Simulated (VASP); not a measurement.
These are PBE GGA, VASP's PBE PAW potentials (set 64) (plane waves; VASP) values and carry that method's errors.

The input files of a VASP run:

File POSCAR:
```
SrTiO3
1
    3.8167689726     0.0000000000    -0.0000000000
    0.0000000000     3.8167689726    -0.0000000000
    0.0000000000     0.0000000000     3.8167689726
Sr Ti O
1 1 3
Direct
  0.0000000000   0.0000000000   0.0000000000
  0.5000000000   0.5000000000   0.5000000000
  0.5000000000   0.0000000000   0.5000000000
  0.0000000000   0.5000000000   0.5000000000
  0.5000000000   0.5000000000   0.0000000000
```

### KPOINTS
```
Regular mesh
0
gamma
  6 6 6
0 0 0
```

### INCAR
```
SYSTEM = SrTiO3
PREC = Accurate
ENCUT = 620
EDIFF = 1E-6
NELM = 100
ALGO = Normal
LREAL = .FALSE.
LASPH = .TRUE.
ISMEAR = 0
SIGMA = 0.05
GGA = PE
LMAXMIX = 4
LWAVE = .FALSE.
LCHARG = .FALSE.
IBRION = 2
ISIF = 3
NSW = 40
EDIFFG = -0.02
PSTRESS = 200
```

POTCAR, in this order: Sr_sv Ti_sv O (PBE.64 set). Program: vasp_std.

What VASP printed:

### OUTCAR
```
 ion  position               nearest neighbor table
   1  0.000  0.000  0.000-   3 2.70   4 2.70   5 2.70   3 2.70   4 2.70   4 2.70   5 2.70   4 2.70
                             3 2.70   5 2.70   3 2.70   5 2.70   2 3.31   2 3.31   2 3.31   2 3.31
   2  0.500  0.500  0.500-   3 1.91   4 1.91   5 1.91   5 1.91   3 1.91   4 1.91   1 3.31   1 3.31
                             1 3.31   1 3.31   1 3.31   1 3.31   1 3.31   1 3.31
   3  0.500  0.000  0.500-   2 1.91   2 1.91   1 2.70   1 2.70   1 2.70   1 2.70
   4  0.000  0.500  0.500-   2 1.91   2 1.91   1 2.70   1 2.70   1 2.70   1 2.70
   5  0.500  0.500  0.000-   2 1.91   2 1.91   1 2.70   1 2.70   1 2.70   1 2.70
  LATTYP: Found a simple cubic cell.
 ALAT       =     3.8167689726
 Subroutine PRICEL returns:
 Original cell was already a primitive cell.
 Subroutine GETGRP returns: Found 48 space group operations
The static configuration has the point symmetry O_h .
The dynamic configuration has the point symmetry O_h .
 Subroutine INISYM returns: Found 48 space group operations
 Subroutine IBZKPT returns following result:
 Found     20 irreducible k-points:

 Following reciprocal coordinates:
            Coordinates               Weight
  0.000000  0.000000  0.000000      1.000000
  0.166667  0.000000  0.000000      6.000000
  0.333333  0.000000  0.000000      6.000000
  0.500000  0.000000  0.000000      3.000000
  0.166667  0.166667  0.000000     12.000000
  0.333333  0.166667  0.000000     24.000000
  0.500000  0.166667  0.000000     12.000000
  0.333333  0.333333  0.000000     12.000000
  0.500000  0.333333  0.000000     12.000000
  0.500000  0.500000  0.000000      3.000000
  0.166667  0.166667  0.166667      8.000000
  0.333333  0.166667  0.166667     24.000000
  0.500000  0.166667  0.166667     12.000000
  0.333333  0.333333  0.166667     24.000000
  0.500000  0.333333  0.166667     24.000000
  0.500000  0.500000  0.166667      6.000000
  0.333333  0.333333  0.333333      8.000000
  0.500000  0.333333  0.333333     12.000000
  0.500000  0.500000  0.333333      6.000000
  0.500000  0.500000  0.500000      1.000000
   k-points           NKPTS =     20   k-points in BZ     NKDIM =     20   number of bands    NBANDS=     24
   number of dos      NEDOS =    301   number of ions     NIONS =      5
   total plane-waves  NPLWV =  32768
   dimension x,y,z NGX =    32 NGY =   32 NGZ =   32
   dimension x,y,z NGXF=    64 NGYF=   64 NGZF=   64
   ions per type =               1   1   3
   PREC   = accura    normal or accurate (medium, high low for compatibility)
   ISTART =      0    job   : 0-new  1-cont  2-samecut
   ICHARG =      2    charge: 1-file 2-atom 10-const
   ISPIN  =      1    spin polarized calculation?
   LNONCOLLINEAR =      F non collinear calculations
   LSORBIT =      F    spin-orbit coupling
   INIWAV =      1    electr: 0-lowe 1-rand  2-diag
   ENCUT  =  620.0 eV  45.57 Ry    6.75 a.u.   7.75  7.75  7.75*2*pi/ulx,y,z
   NELM   =    100;   NELMIN=  2; NELMDL= -5     # of ELM steps
   EDIFF  = 0.1E-05   stopping-criterion for ELM
   LREAL  =      F    real-space projection
   NLSPLINE    = F    spline interpolate recip. space projectors
   LMAXMIX     =    4 max onsite mixed and CHGCAR
   VOSKOWN=      0    Vosko Wilk Nusair interpolation
   EDIFFG = -.2E-01   stopping-criterion for IOM
   NSW    =     40    number of steps for IOM
   NBLOCK =      1;   KBLOCK =     40    inner block; outer block
   IBRION =      2    ionic relax: 0-MD 1-quasi-New 2-CG
   NFREE  =      1    steps in history (QN), initial steepest desc. (CG)
   ISIF   =      3    stress and relaxation
   ISYM   =      2    0-nonsym 1-usesym 2-fastsym
   TEIN   =    0.0    initial temperature
   TEBEG  =    0.0;   TEEND  =   0.0 temperature during run
   SMASS  =  -3.00    Nose mass-parameter (am)
   PSTRESS=  200.0 pullay stress
   NELECT =      40.0000    total number of electrons
   EFERMI =   0.00;   METHOD = LEGACY
   ISMEAR =     0;   SIGMA  =   0.05  broadening in eV -4-tet -1-fermi 0-gaus
...
```

File OSZICAR:
```
       N       E                     dE             d eps       ncg     rms          rms(c)
DAV:   1     0.500725553552E+03    0.50073E+03   -0.24340E+04   960   0.215E+03
DAV:   2     0.675783547806E+01   -0.49397E+03   -0.48409E+03  1120   0.549E+02
DAV:   3    -0.475247293836E+02   -0.54283E+02   -0.53769E+02  1448   0.164E+02
DAV:   4    -0.497067684970E+02   -0.21820E+01   -0.21811E+01  1320   0.309E+01
DAV:   5    -0.497731167849E+02   -0.66348E-01   -0.66345E-01  1400   0.446E+00    0.303E+01
DAV:   6    -0.396869257840E+02    0.10086E+02   -0.62366E+01  1408   0.782E+01    0.182E+01
DAV:   7    -0.397948265430E+02   -0.10790E+00   -0.72148E+00  1184   0.217E+01    0.119E+01
DAV:   8    -0.398612033120E+02   -0.66377E-01   -0.15741E+00  1272   0.144E+01    0.298E+00
DAV:   9    -0.397831323543E+02    0.78071E-01   -0.40104E-01  1184   0.706E+00    0.807E-01
DAV:  10    -0.397873451327E+02   -0.42128E-02   -0.10787E-01  1344   0.252E+00    0.665E-01
DAV:  11    -0.397821557620E+02    0.51894E-02   -0.43171E-02  1392   0.163E+00    0.153E-01
DAV:  12    -0.397820602747E+02    0.95487E-04   -0.18760E-03  1288   0.537E-01    0.561E-02
DAV:  13    -0.397820805013E+02   -0.20227E-04   -0.20426E-04  1320   0.133E-01    0.171E-02
DAV:  14    -0.397820864877E+02   -0.59863E-05   -0.32063E-05  1464   0.520E-02    0.925E-03
DAV:  15    -0.397820856439E+02    0.84377E-06   -0.49849E-06   984   0.229E-02
   1 F= -.32841326E+02 E0= -.32841326E+02  d E =-.328413E+02
```

File OUTCAR:
```
------------------------ aborting loop because EDIFF is reached ----------------------------------------
  FORCE on cell =-STRESS in cart. coord.  units (eV):
  Direction    XX          YY          ZZ          XY          YZ          ZX
  --------------------------------------------------------------------------------------
  Total        6.8825448      6.8825448      6.8825448      0.0000000     -0.0000000      0.0000000
  in kB      198.3225093    198.3225093    198.3225093      0.0000000     -0.0000000      0.0000000
  external PRESSURE =      -1.6774907 kB  Pullay stress =     200.0000000 kB
  volume of cell :       55.60
      direct lattice vectors                 reciprocal lattice vectors
     3.816768973  0.000000000  0.000000000     0.262001711  0.000000000  0.000000000
     0.000000000  3.816768973  0.000000000     0.000000000  0.262001711  0.000000000
     0.000000000  0.000000000  3.816768973     0.000000000  0.000000000  0.262001711
 POSITION                                       TOTAL-FORCE (eV/Angst)
 -----------------------------------------------------------------------------------
      0.00000      0.00000      0.00000         0.000000      0.000000      0.000000
      1.90838      1.90838      1.90838         0.000000      0.000000      0.000000
      1.90838      0.00000      1.90838         0.000000      0.000000      0.000000
      0.00000      1.90838      1.90838         0.000000      0.000000      0.000000
      1.90838      1.90838      0.00000         0.000000      0.000000      0.000000
 -----------------------------------------------------------------------------------
    total drift:                                0.000000     -0.000000     -0.000000
  FREE ENERGIE OF THE ION-ELECTRON SYSTEM (eV)
  ---------------------------------------------------
  free  energy   TOTEN  =       -39.7820856439 eV

  energy  without entropy=      -39.7820856439  energy(sigma->0) =      -39.78208564
  enthalpy is  TOTEN    =       -32.8413255633 eV   P V=        6.9407600806

 reached required accuracy - stopping structural energy minimisation
```
(Selected blocks of OUTCAR.)

The compound is SrTiO3 in the cubic perovskite structure, the ideal cubic form; the compound distorts at low or room temperature. It was relaxed first under an external pressure of 20 GPa.
